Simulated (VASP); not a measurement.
Given:

```yaml
crystal:
  lattice:
    - [2.99472, 0.00000, 0.00000]
    - [0.00000, 2.99472, 0.00000]
    - [0.00000, 0.00000, 2.99472]
  atoms:
    - { symbol: Ti, position: [0.00000, 0.00000, 0.00000] }
    - { symbol: Co, position: [0.50000, 0.50000, 0.50000] }
```

These are RPBE GGA, VASP's PBE PAW potentials (set 64) (plane waves; VASP 6.6.1) values and carry that method's errors. Numerical set-up: 520 eV cut-off, Gaussian smearing of 0.050 eV, potentials Ti_sv Co.

Q: Predict the band gap (along the path) with the smallest direct gap where there is one.

A: 
```yaml
band gap (along the path): none (metal, semimetal or under 0.01 eV)
```

The compound is TiCo in the CsCl type structure. It was relaxed first. The run is not spin-polarised, so no magnetic state was tried. The electron count is odd and the run is not spin-polarised, which forces a metal.
